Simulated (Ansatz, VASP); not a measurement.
# TaN in two plane-wave programs

Aim: how closely do two programs agree when they are given the same cell, functional and k mesh? The cell is taken from a series of runs on this material, whose earlier steps may have relaxed, scaled, displaced or heated it; both programs get it as it stands.

Program: Ansatz 0.2.0. Level of theory: plane waves, with VASP 6.6.1 beside it; zone-centre phonons at LDA. Results are calculated unless marked as measured.

## 1. Starting point

The structure is orthorhombic, space group Immm (No. 71). Conventional cell: a = 2.982 Å, b = 3.147 Å, c = 4.348 Å, α = 90.00°, β = 90.00°, γ = 90.00°. N has 6 Ta at 2.17 Å nearest. Ta has 6 N at 2.17 Å nearest. Farther neighbours and most contacts between anions are not listed.

Coordinates:

```cif
data_structure
_symmetry_space_group_name_H-M 'P 1'
_symmetry_Int_Tables_number 1
_cell_length_a 3.0703
_cell_length_b 3.0703
_cell_length_c 2.9820
_cell_angle_alpha 60.947
_cell_angle_beta 60.947
_cell_angle_gamma 61.670
_cell_volume 20.41
loop_
_atom_site_label
_atom_site_type_symbol
_atom_site_fract_x
_atom_site_fract_y
_atom_site_fract_z
_atom_site_occupancy
N1 N 0.00000 0.00000 0.00000 1
Ta2 Ta 0.50000 0.50000 0.50000 1
```

## 2. Ansatz: zone-centre phonons, LDA

Ansatz runs on its PAW soft_1 files.

Second derivatives magnify differences that forces hide, and they need a tight electronic threshold.

input.yaml reads:

```yaml
crystal:
  lattice:
    - [-0.0585030431, 2.1670969258, 2.1741671523]
    - [2.1670969258, -0.0585030431, 2.1741671523]
    - [2.1085938827, 2.1085938827, 0.0]
  atoms:
    - { symbol: "N", position: [0.0, 0.0, 0.0] }
    - { symbol: Ta, position: [0.5, 0.5, 0.5] }
kpoints:
  mp_grid: { grid: [16, 16, 16] }
hamiltonian:
  xc: lda
  pseudopotentials: { kind: paw, azcp: { folder: soft_1 }, xc_functional: pbe }
scf:
  occupations: { method: methfessel_paxton, width: 0.2 }
output:
  eigenvalues: true
phonons:
  method: dfpt
```

Command:

```
$ ansatz run input.yaml --threads 4 --pin off --max-ram 10240MiB --backend cpu --events-out ev --progress --plain --runs-dir out
```

Numbers of over 12 decimals in the logs are rounded to 6 here.

The program printed:

```text
zone centre: on kpoints.mp_grid the ground state, and the responses unless they are solved on pairs of k-points, stand on 1098 of the mesh's 4096 k-points, reduced under 4 symmetry operations, with k and −k counted as one. Each operation leaves every solved displacement unchanged or reverses it
Engine: ansatz 0.2.0, aarch64-unknown-linux-gnu
Pseudopotentials: kind: paw
Pseudopotential: N, paw, valence charge 5, recommended cutoff 420 eV (normal), soft_1/N.paw.azcp
Pseudopotential: Ta, paw, valence charge 13, recommended cutoff 420 eV (normal), soft_1/Ta.paw.azcp
Functional definition: SPW92
  exchange = slater_x
  correlation = pw_c
Crystal: 2 atoms, lattice volume = 20.406 Å³
Basis set: ecut = 420 eV, 403 PW (Γ), exchange–correlation on 48×48×48 points (8 copies of the dense FFT grid, shifted against one another)
Bands: 13, of which v1, the nominal top of the filled ones, is band 9 counted from 1 (8 counted from 0)
Symmetry: 8 space group operations
k-points: 1098 of 4096 (irreducible under 4 space group operations)
Non-local potential: N, projectors of the file, l = 0: 2, l = 1: 2, l = 2: 1
Non-local potential: Ta, projectors of the file, l = 0: 3, l = 1: 2, l = 2: 2, l = 3: 1
PAW form: soft (Blöchl's): semilocal exchange-correlation on the pseudo side does not see the compensation charge
PAW frozen core: N, regenerated for the run's functional, and the local potential with it (the file was generated under x = pbe(κ = 0.804, μ = 0.219515), c = pbe(β = 0.066725))
PAW frozen core: Ta, regenerated for the run's functional, and the local potential with it (the file was generated under x = pbe(κ = 0.804, μ = 0.219515), c = pbe(β = 0.066725))
PAW one-centre angular grid: N, 110 points (default); XC on 64 Gauss nodes
PAW one-centre angular grid: Ta, 590 points (default); XC on 64 Gauss nodes
Initial density: superposition of atomic densities (chi_scale 0.1, normalization cell, long waves kept (reshape's long-wave potential 0.00 eV rms))
Initial wavefunctions: pseudopotential atomic-orbital guess
Functional: x = slater, c = lda
SCF iter   1: F=—  HF=-10059.585080 eV  |F-HF|=—  |Δ(HF+E_count)|=         —  Δρ=5.22e-2  dr2=5.71e-1  ethr=3.10e-3  ⟨swp⟩=5.0  Hψ=152926  notcnv=0
automatic band count: the SCF goes on with 17 bands, as 13 were too few: the levels above may hold too much charge
preconditioner: auto → none  [metal: Δε(μ)=0.017 eV  Ē_g=16.292 eV  σ=0.200 eV  W_gap=0.07  n_scr=8 (ndim 8)  ℏωp=26.0 eV  f_vac=0.000  D(μ)=0.82/eV (n_scr^D=8)  sad-step TF]
SCF iter   2: F=—  HF=-10059.531774 eV  |F-HF|=—  |Δ(HF+E_count)|=   5.33e-2  S|Δr|=    0.00e0  Δρ=3.66e-2  dr2=3.12e-1  ethr=3.10e-3  ⟨swp⟩=1.0  Hψ=27450  notcnv=0  defer=4
SCF iter   3: F=—  HF=-10059.454312 eV  |F-HF|=—  |Δ(HF+E_count)|=   7.75e-2  S|Δr|=    0.00e0  Δρ=2.98e-3  dr2=4.82e-4  ethr=1.74e-3  ⟨swp⟩=2.4  Hψ=24858  notcnv=0  defer=4
SCF iter   4: F=—  HF=-10059.454364 eV  |F-HF|=—  |Δ(HF+E_count)|=   5.20e-5  S|Δr|=    0.00e0  Δρ=6.76e-4  dr2=1.15e-4  ethr=2.68e-6  ⟨swp⟩=2.6  Hψ=34795  notcnv=0  defer=1693
SCF iter   5: F=—  HF=-10059.454336 eV  |F-HF|=—  |Δ(HF+E_count)|=   2.81e-5  S|Δr|=    0.00e0  Δρ=7.86e-5  dr2=1.19e-6  ethr=6.37e-7  ⟨swp⟩=2.5  Hψ=22863  notcnv=0  defer=1693
SCF iter   6: F=—  HF=-10059.454335 eV  |F-HF|=—  |Δ(HF+E_count)|=   6.37e-7  S|Δr|=    0.00e0  Δρ=9.51e-6  dr2=6.63e-9  ethr=6.61e-9  ⟨swp⟩=2.3  Hψ=23522  notcnv=0  defer=1831
SCF iter   7: F=—  HF=-10059.454335 eV  |F-HF|=—  |Δ(HF+E_count)|=   1.30e-9  S|Δr|=    0.00e0  Δρ=1.47e-6  dr2=1.27e-10  ethr=3.68e-11  ⟨swp⟩=2.3  Hψ=25524  notcnv=0  defer=1831
SCF iter   8: F=-10059.454335 eV  HF=-10059.454335 eV  |F-HF|=1.82e-12  |Δ(HF+E_count)|=  5.82e-11  S|Δr|=    0.00e0  Δρ=1.69e-7  dr2=3.10e-12  ethr=1.00e-12  ⟨swp⟩=9.7  Hψ=85034  notcnv=0
SCF 1 converged in 8 iterations: F = -10059.454335 eV  dr2 = 3.10e-12
  greatest PAW one-centre occupation: 0.999 electrons in one spin orbital (limit 2), on the Ta atom at site 1 (counted from 0), in its partial waves of l = 0
DFPT response loops at Γ: preconditioner auto → Kerker (q_TF=auto, 2.672 Å⁻¹) (partly filled bands, converged f_vac=0.000); β = 1.00, the filter's whole step (`scf.mixing.beta` (0.50) is not read by the response loops under this deck's `scf.mixing.preconditioner`; to damp them name `kerker` or `kerker_dos`, under which they read `scf.mixing.beta`, and type it under 1.00, their step now; both keys bind the ground state too); Broyden in place of MSR1
SCF converged after 8 iterations
Stability not checked: this state was not tested for a lower state beside it, because cold or Methfessel-Paxton smearing, or corrected tetrahedra, fill the levels in a way that the test cannot read (fill_not_monotonic; see scf.lower_state_search)
Free energy (F): -10059.454335 eV
Harris-Foulkes:  -10059.454335 eV  (|F-HF|=1.82e-12)
Internal energy: -10059.452796 eV  (E = F + TS)
E sigma→0 (E₀):  -10059.453950 eV
Entropy (-TS):   -0.001540 eV (-0.770 meV/atom)
Fermi energy:    22.141242 eV
Step filling:    the computed levels leave a gap of 0.0000 eV = 0.0 smearing widths at the electron count; against every level under it full and every level over it empty, smearing changes F+E_penalty+E_count by -0.676 meV and its σ→0 estimate by -0.291 meV
--- Per-component energies (eV) ---
  E_band       = -36.030567
  E_kinetic    = 528.100283
  E_local      = -547.022695  (includes V_loc(G=0)·N_el)
  E_nonlocal   = 30.536567
  E_hartree    = 196.711242
  E_xc         = -379.692236
  E_vxc        = -312.048591  (∫ρ·V_xc dr)
  E_paw        = -8176.939280  (= ΣΔE_a)
  E_vpaw       = -129.019468  (= ΣTr[D̂ρ^β])
  E_aug_tail   = 0.000890  (compensation charges beyond the density's cutoff)
  E_ewald      = -1711.486606
  E_core_change = 0.339041  (= ΣΔE_core)
  E_smearing   = -0.001540  (= −TS)
  E_closure    = 0.000000  (closes the sum)
  Σ components = -10059.454335   (vs F -10059.454335, Δ=0.00e0)
--- Band table (eV; the first three rows and the last of 1098) ---
  k-point 0: bands = [... 5 lower, 18.1394, 18.2511, 18.4565, 19.5137, 19.8256, 20.4148, 22.2001, 22.2689, ... 4 higher]
  k-point 1: bands = [... 5 lower, 17.7470, 17.8517, 18.0105, 19.6963, 20.0044, 20.5550, 22.6336, 22.7023, ... 4 higher]
  k-point 2: bands = [... 5 lower, 16.8572, 16.9582, 17.2195, 20.1009, 20.3977, 20.8090, 23.6605, 23.7445, ... 4 higher]
  k-point 1097: bands = [... 5 lower, 15.5114, 16.4315, 17.2988, 17.7564, 24.4151, 25.9572, 25.9695, 27.2311, ... 4 higher]
--- Phonons (Γ-DFPT): 4 representative perturbations + reference, on 1098 of 4096 k-points (Σ response iterations 12) ---
  k mesh reduced under 4 symmetry operations, with k and −k counted as one. Each operation leaves every solved displacement unchanged or reverses it
  ASR residual: 1.020e-4 → 0.000e0 eV/Å²; symmetrization residual: 6.527e-7 eV/Å²
  ASR residual per site (eV/Å²): 6.19e-5 1.02e-4
  Γ frequencies (cm⁻¹): 0.00 0.00 0.00 416.13 428.26 455.96
  non-analytic LO–TO correction: not included (Born effective charges unavailable; polar crystals: no LO–TO splitting at Γ)
```

(Part 1 of 2 ends here.)

[Lines on the potential files, build, host, timing and source positions are cut from VASP's logs without a mark.]

[Logs are printed without paths, hosts, clocks, repeated set-up lines and the standing remarks that a program may print on its own settings, such as how far it seeks lower states.]

[Hosts, paths, dates, database ids (printed as entryN), source tags and the programs' standing remarks are cut or masked in the printed files.]
